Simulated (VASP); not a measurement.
# BiPd (Sobolevskite) under strain, part 2 of 4

Aim: follow the pressure of BiPd (Sobolevskite) through compression, expansion and shear. All runs use LDA. Left out of this account: 1 further run (fields: a reference on another mesh). The start is a cell from a database of measured crystal structures.

VASP 6.6.1; LDA; plane waves and PAW (Bi_d, Pd).

Still holding for the runs below: Spin-orbit coupling is off here; with elements this heavy it splits and shifts levels by tenths of an eV or more.

So far, pressure (GPa): step 2 (bands, cell as listed) -2.67.

## (3) Bands, volume times 1.04

The cell is expanded evenly, with fractional positions held.

File INCAR:

```
SYSTEM = BiPd
PREC = Accurate
ENCUT = 400
EDIFF = 1E-06
NELM = 100
ISMEAR = -1
SIGMA = 0.05
LREAL = .FALSE.
ALGO = Normal
GGA = CA
NBANDS = 39
LASPH = .TRUE.
LORBIT = 11
LWAVE = .FALSE.
LCHARG = .FALSE.
KPAR = 4
```

File POSCAR:

```
BiPd
1.0
    4.2856642782      0.0000000000      0.0000000000
   -2.1428321391      3.7114941370      0.0000000000
    0.0000000000      0.0000000000      5.7648770077
Bi Pd
2 2
Direct
    0.3333333333      0.6666666667      0.2500000000
    0.6666666667      0.3333333333      0.7500000000
    0.0000000000      0.0000000000      0.0000000000
    0.0000000000      0.0000000000      0.5000000000
```

File KPOINTS:

```
Automatic mesh
0
Gamma
8 8 6
0 0 0
```

File KPOINTS_OPT:

```
Line mode
16
Line-mode
Reciprocal
  0.00000000   0.00000000   0.00000000 GAMMA
  0.50000000   0.00000000   0.00000000 M

  0.50000000   0.00000000   0.00000000 M
  0.33333333   0.33333333   0.00000000 K

  0.33333333   0.33333333   0.00000000 K
  0.00000000   0.00000000   0.00000000 GAMMA

  0.00000000   0.00000000   0.00000000 GAMMA
  0.00000000   0.00000000   0.50000000 A

  0.00000000   0.00000000   0.50000000 A
  0.50000000   0.00000000   0.50000000 L

  0.50000000   0.00000000   0.50000000 L
  0.33333333   0.33333333   0.50000000 H

  0.33333333   0.33333333   0.50000000 H
  0.00000000   0.00000000   0.50000000 A

  0.50000000   0.00000000   0.50000000 L
  0.50000000   0.00000000   0.00000000 M

  0.33333333   0.33333333   0.00000000 K
  0.33333333   0.33333333   0.50000000 H
```

Potentials, in the order of the species: Bi_d and Pd (LDA family, release 64).

Run with:

```console
mpirun -np 4 vasp_std
```

What it wrote:

```text
[... set-up lines as in an earlier step ...]
 entering main loop
       N       E                     dE             d eps       ncg     rms          rms(c)
DAV:   1     0.486164990126E+03    0.48616E+03   -0.20607E+04  3186   0.128E+03
DAV:   2     0.251081602795E+02   -0.46106E+03   -0.43632E+03  3148   0.395E+02
DAV:   3    -0.219082275895E+02   -0.47016E+02   -0.46033E+02  3494   0.132E+02
DAV:   4    -0.235830110054E+02   -0.16748E+01   -0.16719E+01  3727   0.259E+01
DAV:   5    -0.236657945640E+02   -0.82784E-01   -0.82776E-01  4548   0.549E+00    0.633E+00
DAV:   6    -0.234218817822E+02    0.24391E+00   -0.32466E-01  3822   0.437E+00    0.330E+00
DAV:   7    -0.233565841402E+02    0.65298E-01   -0.91541E-02  4004   0.266E+00    0.148E+00
DAV:   8    -0.233408010577E+02    0.15783E-01   -0.62479E-02  3666   0.156E+00    0.352E-01
DAV:   9    -0.233395897385E+02    0.12113E-02   -0.58606E-03  3953   0.672E-01    0.543E-02
DAV:  10    -0.233395596424E+02    0.30096E-04   -0.26246E-04  4382   0.159E-01    0.339E-02
DAV:  11    -0.233395596735E+02   -0.31160E-07   -0.21101E-05  3964   0.266E-02    0.647E-03
DAV:  12    -0.233395598177E+02   -0.14420E-06   -0.16688E-06  2878   0.104E-02
   1 F= -.23339560E+02 E0= -.23330822E+02  d E =-.174747E-01
 Start KPOINTS_OPT (optional k-point list driver)
k-point batch [1-40\144]
       N       E                     dE             ncg
DAV:   1     0.140343164035E+05   -0.26896E+05     3164
DAV:   2    -0.441231311982E+04   -0.18447E+05     3149
DAV:   3    -0.635457797820E+04   -0.19423E+04     3476
DAV:   4    -0.642405859334E+04   -0.69481E+02     3721
DAV:   5    -0.642754604464E+04   -0.34875E+01     4556
DAV:   6    -0.642759228962E+04   -0.46245E-01     4097
DAV:   7    -0.642759351908E+04   -0.12295E-02     4579
DAV:   8    -0.642759353423E+04   -0.15156E-04     3521
DAV:   9    -0.642759353485E+04   -0.61546E-06     2218
[...]
k-point batch [121-144\144]
       N       E                     dE             ncg
DAV:   1     0.242531069233E+05   -0.23943E+05     1909
DAV:   2     0.131965745695E+05   -0.11057E+05     1879
DAV:   3     0.120525962243E+05   -0.11440E+04     2139
DAV:   4     0.120115605470E+05   -0.41036E+02     2152
DAV:   5     0.120094274601E+05   -0.21331E+01     2811
DAV:   6     0.120093986848E+05   -0.28775E-01     2397
DAV:   7     0.120093978957E+05   -0.78910E-03     2833
DAV:   8     0.120093978862E+05   -0.95500E-05     2037
DAV:   9     0.120093978858E+05   -0.36847E-06     1384
```

The job ended after 2 min (4 MPI ranks of AMD EPYC 7R43, shared host; peak memory 0.92 GiB; 8 min of CPU time).

OUTCAR, selected parts (step 3):

```text
  LATTYP: Found a hexagonal cell.
 ALAT       =     4.2856642782
 C/A-ratio  =     1.3451536643

 Found     40 irreducible k-points:

   ENCUT  =  400.0 eV  29.40 Ry    5.42 a.u.   6.99  6.99  9.40*2*pi/ulx,y,z

   NELECT =      50.0000    total number of electrons

 E-fermi :   8.1860

 k-point     1 :       0.0000    0.0000    0.0000
  band No.  band energies     occupation
    ...
     18       5.0072      2.00000
     19       5.4921      2.00000
     20       5.4921      2.00000
     21       6.2882      2.00000
     22       6.2882      2.00000
     23       8.2610      0.36527
     24       9.1012      0.00000
     25       9.1012      0.00000
     26      11.1616      0.00000
     27      11.2196      0.00000
    ...

 k-point     2 :       0.1250   -0.0000    0.0000
  band No.  band energies     occupation
    ...
     20       5.5248      2.00000
     21       6.2702      2.00000
     22       6.2917      2.00000
     23       7.7912      1.99926
     24       8.1863      0.99697
     25       8.6689      0.00013
     26       9.9795      0.00000
     27      11.1693      0.00000
     28      11.4339      0.00000
     29      12.3366      0.00000
    ...

  Total       -3.2932120     -3.2932120     -4.1476198      0.0000000     -0.0000000      0.0000000
  in kB      -57.5404566    -57.5404566    -72.4690469      0.0000000     -0.0000000      0.0000000
  external PRESSURE =     -62.5166534 kB  Pullay stress =       0.0000000 kB

  energy-cutoff  :      400.00
  volume of cell :       91.70
      direct lattice vectors                 reciprocal lattice vectors
     4.285664278  0.000000000  0.000000000     0.233336056  0.134716635  0.000000000
    -2.142832139  3.711494137  0.000000000     0.000000000  0.269433269  0.000000000
     0.000000000  0.000000000  5.764877008     0.000000000  0.000000000  0.173464238

 POSITION                                       TOTAL-FORCE (eV/Angst)
 -----------------------------------------------------------------------------------
     -0.00000      2.47433      1.44122        -0.000000      0.000000      0.000000
      2.14283      1.23716      4.32366         0.000000     -0.000000      0.000000
      0.00000      0.00000      0.00000         0.000000      0.000000     -0.000000
      0.00000      0.00000      2.88244         0.000000      0.000000     -0.000000
 -----------------------------------------------------------------------------------
    total drift:                               -0.000000      0.000000      0.000000

  FREE ENERGIE OF THE ION-ELECTRON SYSTEM (eV)
  ---------------------------------------------------
  free  energy   TOTEN  =       -23.3395598177 eV

  energy  without entropy=      -23.3220851460  energy(sigma->0) =      -23.33082248

 total charge
# of ion       s       p       d       tot
------------------------------------------
    1        1.503   1.340   9.945  12.787
    2        1.503   1.340   9.945  12.787
    3        0.464   0.400   8.606   9.469
    4        0.464   0.400   8.606   9.469
--------------------------------------------------
tot          3.933   3.480  37.100  44.513

[... 4 parts as in an earlier step ...]

[... 7 further parts left out ...]
```

Numbers from this step:

| Item | Value |
| --- | --- |
| free energy (TOTEN) | -23.34 eV |
| energy at zero smearing | -23.33 eV |
| Fermi energy | 8.186 eV |
| pressure | -6.252 GPa |

Electronic bands along the path, in eV, zero at the Fermi level; # counts the bands kept, so #1 is VASP's band 13:

| point | #10 | #11 | #12 | #13 | #14 | #15 | #16 | #17 |
| --- | --- | --- | --- | --- | --- | --- | --- | --- |
| Γ | -1.90 | 0.08 | 0.92 | 0.92 | 2.98 | 3.03 | 3.09 | 3.09 |
| 0.53 of the way | -1.88 | -1.85 | -0.55 | -0.34 | 0.39 | 2.54 | 3.63 | 4.38 |
| M | -1.99 | -1.87 | -1.86 | -1.86 | -1.26 | 1.68 | 4.00 | 4.49 |
| 0.47 of the way | -1.97 | -1.89 | -1.85 | -1.42 | -0.40 | 1.27 | 2.01 | 4.13 |
| K | -1.93 | -1.80 | -1.27 | -0.12 | -0.12 | 0.30 | 0.30 | 3.52 |
| 0.47 of the way | -1.96 | -1.89 | -1.12 | -0.39 | 1.51 | 1.62 | 2.29 | 4.74 |
| Γ | -1.90 | 0.08 | 0.92 | 0.92 | 2.98 | 3.03 | 3.09 | 3.09 |
| 0.47 of the way | -2.18 | -0.48 | 1.05 | 1.39 | 1.39 | 2.95 | 2.95 | 3.68 |
| A | -2.68 | -0.83 | -0.83 | 2.35 | 2.35 | 2.35 | 2.35 | 5.15 |
| 0.47 of the way | -2.63 | -0.84 | -0.84 | 1.00 | 1.00 | 1.52 | 1.52 | 4.77 |
| L | -2.51 | -2.24 | -2.24 | 0.75 | 0.75 | 1.49 | 1.49 | 4.65 |
| 0.47 of the way | -2.46 | -2.18 | -2.18 | -0.65 | -0.65 | 3.04 | 3.04 | 5.10 |
| H | -2.62 | -2.00 | -2.00 | -1.42 | -1.42 | 3.91 | 3.91 | 6.14 |
| 0.53 of the way | -2.61 | -0.84 | -0.84 | 0.05 | 0.05 | 2.06 | 2.06 | 5.45 |
| A | -2.68 | -0.83 | -0.83 | 2.35 | 2.35 | 2.35 | 2.35 | 5.15 |
| jump to L | -2.51 | -2.24 | -2.24 | 0.75 | 0.75 | 1.49 | 1.49 | 4.65 |
| 0.53 of the way | -2.32 | -2.02 | -1.99 | -0.82 | -0.27 | 2.42 | 2.67 | 3.39 |
| M | -1.99 | -1.87 | -1.86 | -1.86 | -1.26 | 1.68 | 4.00 | 4.49 |
| jump to K | -1.93 | -1.80 | -1.27 | -0.12 | -0.12 | 0.30 | 0.30 | 3.52 |
| 0.47 of the way | -1.99 | -1.99 | -1.97 | -1.02 | -1.02 | 1.93 | 1.93 | 4.72 |
| H | -2.62 | -2.00 | -2.00 | -1.42 | -1.42 | 3.91 | 3.91 | 6.14 |

Of the projections kept (Bi, Pd), the largest for each band there; the rest of the weight can lie on other orbitals:

| point | #10 | #11 | #12 | #13 | #14 | #15 | #16 | #17 |
| --- | --- | --- | --- | --- | --- | --- | --- | --- |
| Γ | Pd 1.00 | Pd 0.92 | Bi 0.75 | Bi 0.75 | Bi 0.97 | Pd 0.55 | Bi 0.52 | Bi 0.52 |
| M | Pd 0.99 | Pd 1.00 | Pd 0.98 | Bi 0.71 | Pd 0.82 | Pd 0.72 | Bi 0.65 | Pd 0.73 |
| K | Pd 1.00 | Pd 0.98 | Bi 0.58 | Pd 0.59 | Pd 0.59 | Pd 0.62 | Pd 0.62 | Pd 0.89 |
| Γ | Pd 1.00 | Pd 0.92 | Bi 0.75 | Bi 0.75 | Bi 0.97 | Pd 0.55 | Bi 0.52 | Bi 0.52 |
| A | Pd 0.99 | Bi 0.53 | Bi 0.53 | Bi 0.58 | Bi 0.58 | Bi 0.58 | Bi 0.58 | Pd 0.62 |
| L | Pd 1.00 | Pd 0.95 | Pd 0.95 | Pd 0.55 | Pd 0.55 | Pd 0.53 | Pd 0.53 | Bi 0.56 |

 The pressure is -6.25 GPa.

For the pressure, step 2 gave -2.67 GPa; this run, with cell volume +4.0 %, gives -6.25 GPa.

## (4) Bands, volume times 1.08

The cell is expanded evenly, with fractional positions held.

INCAR is that of step 3.

File POSCAR:

```
BiPd
1.0
    4.3399189527      0.0000000000      0.0000000000
   -2.1699594763      3.7584800634      0.0000000000
    0.0000000000      0.0000000000      5.8378578820
Bi Pd
2 2
Direct
    0.3333333333      0.6666666667      0.2500000000
    0.6666666667      0.3333333333      0.7500000000
    0.0000000000      0.0000000000      0.0000000000
    0.0000000000      0.0000000000      0.5000000000
```

KPOINTS is that of step 3.

KPOINTS_OPT is that of step 3.

Run with:

```console
mpirun -np 4 vasp_std
```

What it wrote:

```text
[... set-up lines as in an earlier step ...]
 entering main loop
       N       E                     dE             d eps       ncg     rms          rms(c)
DAV:   1     0.486351001137E+03    0.48635E+03   -0.20566E+04  3185   0.126E+03
DAV:   2     0.263178459114E+02   -0.46003E+03   -0.43489E+03  3163   0.397E+02
DAV:   3    -0.216533381388E+02   -0.47971E+02   -0.46894E+02  3502   0.132E+02
DAV:   4    -0.234023691855E+02   -0.17490E+01   -0.17457E+01  3647   0.264E+01
DAV:   5    -0.234921890382E+02   -0.89820E-01   -0.89810E-01  4596   0.570E+00    0.562E+00
DAV:   6    -0.232530734097E+02    0.23912E+00   -0.29987E-01  3877   0.417E+00    0.292E+00
DAV:   7    -0.231903984619E+02    0.62675E-01   -0.87901E-02  3990   0.248E+00    0.129E+00
DAV:   8    -0.231769707340E+02    0.13428E-01   -0.56844E-02  3543   0.148E+00    0.367E-01
DAV:   9    -0.231757575053E+02    0.12132E-02   -0.54548E-03  3910   0.643E-01    0.554E-02
DAV:  10    -0.231757294158E+02    0.28089E-04   -0.23653E-04  4406   0.147E-01    0.332E-02
DAV:  11    -0.231757300288E+02   -0.61298E-06   -0.17570E-05  3986   0.237E-02    0.607E-03
DAV:  12    -0.231757302332E+02   -0.20445E-06   -0.14377E-06  2802   0.938E-03
   1 F= -.23175730E+02 E0= -.23166603E+02  d E =-.182549E-01
 Start KPOINTS_OPT (optional k-point list driver)
k-point batch [1-40\144]
       N       E                     dE             ncg
DAV:   1     0.130548288057E+05   -0.26656E+05     3163
DAV:   2    -0.531498058741E+04   -0.18370E+05     3149
DAV:   3    -0.720740544769E+04   -0.18924E+04     3511
DAV:   4    -0.727486704261E+04   -0.67462E+02     3660
DAV:   5    -0.727831815955E+04   -0.34511E+01     4555
DAV:   6    -0.727836967315E+04   -0.51514E-01     4060
DAV:   7    -0.727837089395E+04   -0.12208E-02     4607
DAV:   8    -0.727837091088E+04   -0.16929E-04     3573
DAV:   9    -0.727837091143E+04   -0.55066E-06     2267
[...]
k-point batch [121-144\144]
       N       E                     dE             ncg
DAV:   1     0.237359181128E+05   -0.24781E+05     1902
DAV:   2     0.127358691137E+05   -0.11000E+05     1879
DAV:   3     0.116172528499E+05   -0.11186E+04     2182
DAV:   4     0.115777304015E+05   -0.39522E+02     2138
DAV:   5     0.115756537111E+05   -0.20767E+01     2826
DAV:   6     0.115756255458E+05   -0.28165E-01     2367
DAV:   7     0.115756248993E+05   -0.64643E-03     2819
DAV:   8     0.115756248897E+05   -0.96561E-05     2048
DAV:   9     0.115756248894E+05   -0.29893E-06     1377
```

Wall time 1.8 min (4 MPI ranks); peak memory 0.89 GiB.

Parts of OUTCAR (step 4):

```text
  LATTYP: Found a hexagonal cell.
 ALAT       =     4.3399189527
 C/A-ratio  =     1.3451536643

 Found     40 irreducible k-points:

   ENCUT  =  400.0 eV  29.40 Ry    5.42 a.u.   7.08  7.08  9.52*2*pi/ulx,y,z

   NELECT =      50.0000    total number of electrons

 E-fermi :   7.6552

 k-point     1 :       0.0000    0.0000    0.0000
  band No.  band energies     occupation
    ...
     18       4.6611      2.00000
     19       5.1042      2.00000
     20       5.1042      2.00000
     21       5.8621      2.00000
     22       5.8621      2.00000
     23       7.7230      0.40951
     24       8.5531      0.00000
     25       8.5531      0.00000
     26      10.5181      0.00000
     27      10.6181      0.00000
    ...

 k-point     2 :       0.1250    0.0000    0.0000
  band No.  band energies     occupation
    ...
     20       5.1356      2.00000
     21       5.8452      2.00000
     22       5.8650      2.00000
     23       7.2578      1.99929
     24       7.6539      1.01307
     25       8.1403      0.00012
     26       9.3884      0.00000
     27      10.5266      0.00000
     28      10.7720      0.00000
     29      11.6847      0.00000
    ...

  Total       -5.1123762     -5.1123762     -5.8912422     -0.0000000     -0.0000000     -0.0000000
  in kB      -86.0173373    -86.0173373    -99.1220029     -0.0000000     -0.0000000     -0.0000000
  external PRESSURE =     -90.3855592 kB  Pullay stress =       0.0000000 kB

  energy-cutoff  :      400.00
  volume of cell :       95.22
      direct lattice vectors                 reciprocal lattice vectors
     4.339918953  0.000000000  0.000000000     0.230419050  0.133032500  0.000000000
    -2.169959476  3.758480063  0.000000000     0.000000000  0.266065001  0.000000000
     0.000000000  0.000000000  5.837857882     0.000000000  0.000000000  0.171295708

 POSITION                                       TOTAL-FORCE (eV/Angst)
 -----------------------------------------------------------------------------------
     -0.00000      2.50565      1.45946         0.000000     -0.000000      0.000000
      2.16996      1.25283      4.37839        -0.000000      0.000000      0.000000
      0.00000      0.00000      0.00000        -0.000000      0.000000      0.000000
      0.00000      0.00000      2.91893        -0.000000      0.000000      0.000000
 -----------------------------------------------------------------------------------
    total drift:                                0.000000     -0.000000      0.000000

  FREE ENERGIE OF THE ION-ELECTRON SYSTEM (eV)
  ---------------------------------------------------
  free  energy   TOTEN  =       -23.1757302332 eV

  energy  without entropy=      -23.1574753786  energy(sigma->0) =      -23.16660281

 total charge
# of ion       s       p       d       tot
------------------------------------------
    1        1.508   1.310   9.938  12.756
    2        1.508   1.310   9.938  12.756
    3        0.451   0.368   8.588   9.408
    4        0.451   0.368   8.588   9.408
--------------------------------------------------
tot          3.918   3.357  37.053  44.327

[... 5 parts as in an earlier step ...]

[... 6 further parts left out ...]
```

This step gave:

| Quantity | Value |
| --- | --- |
| free energy (TOTEN) | -23.18 eV |
| energy at zero smearing | -23.17 eV |
| Fermi energy | 7.655 eV |
| pressure | -9.039 GPa |

The electronic bands at the labelled points (eV, zero at the Fermi level; # counts the bands kept, so #1 is VASP's band 13):

| point | #10 | #11 | #12 | #13 | #14 | #15 | #16 | #17 |
| --- | --- | --- | --- | --- | --- | --- | --- | --- |
| Γ | -1.79 | 0.07 | 0.90 | 0.90 | 2.86 | 2.96 | 2.96 | 3.03 |
| 0.53 of the way | -1.78 | -1.78 | -0.50 | -0.31 | 0.35 | 2.46 | 3.48 | 4.35 |
| M | -1.88 | -1.77 | -1.76 | -1.74 | -1.28 | 1.62 | 3.82 | 4.44 |
| 0.47 of the way | -1.86 | -1.78 | -1.75 | -1.32 | -0.41 | 1.24 | 1.94 | 4.02 |
| K | -1.82 | -1.71 | -1.18 | -0.08 | -0.08 | 0.27 | 0.27 | 3.41 |
| 0.47 of the way | -1.85 | -1.79 | -1.04 | -0.37 | 1.45 | 1.55 | 2.23 | 4.63 |
| Γ | -1.79 | 0.07 | 0.90 | 0.90 | 2.86 | 2.96 | 2.96 | 3.03 |
| 0.47 of the way | -2.05 | -0.46 | 0.93 | 1.35 | 1.35 | 2.83 | 2.83 | 3.66 |
| A | -2.52 | -0.85 | -0.85 | 2.26 | 2.26 | 2.26 | 2.26 | 5.01 |
| 0.47 of the way | -2.48 | -0.84 | -0.84 | 0.96 | 0.96 | 1.48 | 1.48 | 4.68 |
| L | -2.37 | -2.11 | -2.11 | 0.75 | 0.75 | 1.40 | 1.40 | 4.54 |
| 0.47 of the way | -2.33 | -2.06 | -2.06 | -0.61 | -0.61 | 2.91 | 2.91 | 4.97 |
| H | -2.47 | -1.92 | -1.92 | -1.33 | -1.33 | 3.75 | 3.75 | 6.01 |
| 0.47 of the way | -2.42 | -1.02 | -1.02 | -0.26 | -0.26 | 2.18 | 2.18 | 5.39 |
| A | -2.52 | -0.85 | -0.85 | 2.26 | 2.26 | 2.26 | 2.26 | 5.01 |
| jump to L | -2.37 | -2.11 | -2.11 | 0.75 | 0.75 | 1.40 | 1.40 | 4.54 |
| 0.47 of the way | -2.21 | -1.95 | -1.90 | -0.59 | -0.09 | 2.35 | 2.45 | 3.19 |
| M | -1.88 | -1.77 | -1.76 | -1.74 | -1.28 | 1.62 | 3.82 | 4.44 |
| jump to K | -1.82 | -1.71 | -1.18 | -0.08 | -0.08 | 0.27 | 0.27 | 3.41 |
| 0.53 of the way | -1.94 | -1.91 | -1.91 | -1.05 | -1.05 | 2.15 | 2.15 | 4.87 |
| H | -2.47 | -1.92 | -1.92 | -1.33 | -1.33 | 3.75 | 3.75 | 6.01 |

Of the projections kept (Bi, Pd), the largest for each band there; the rest of the weight can lie on other orbitals:

| point | #10 | #11 | #12 | #13 | #14 | #15 | #16 | #17 |
| --- | --- | --- | --- | --- | --- | --- | --- | --- |
| Γ | Pd 1.00 | Pd 0.92 | Bi 0.76 | Bi 0.76 | Bi 0.97 | Bi 0.53 | Bi 0.53 | Pd 0.57 |
| M | Pd 0.99 | Pd 1.00 | Pd 0.98 | Bi 0.72 | Pd 0.84 | Pd 0.72 | Bi 0.65 | Pd 0.73 |
| K | Pd 1.00 | Pd 0.98 | Bi 0.59 | Pd 0.59 | Pd 0.59 | Pd 0.62 | Pd 0.62 | Pd 0.89 |
| Γ | Pd 1.00 | Pd 0.92 | Bi 0.76 | Bi 0.76 | Bi 0.97 | Bi 0.53 | Bi 0.53 | Pd 0.57 |
| A | Pd 0.99 | Bi 0.51 | Bi 0.51 | Bi 0.58 | Bi 0.58 | Bi 0.58 | Bi 0.58 | Pd 0.63 |
| L | Pd 1.00 | Pd 0.95 | Pd 0.95 | Pd 0.54 | Pd 0.54 | Pd 0.53 | Pd 0.53 | Bi 0.56 |

 The pressure is -9.04 GPa.

Between step 2 and this run (cell volume +8.0 %) the value for the pressure moves from -2.67 GPa to -9.04 GPa.

(Continued in part 3 of 4.)

[Lines on the potential files, build, host, timing and source positions are cut from VASP's logs without a mark.]

[Logs are printed without paths, hosts, clocks, repeated set-up lines and the standing remarks that a program may print on its own settings, such as how far it seeks lower states.]

[Hosts, paths, dates, database ids (printed as entryN), source tags and the programs' standing remarks are cut or masked in the printed files.]

[A measured line is paired with the nearest computed mode of its activity, which favours agreement.]
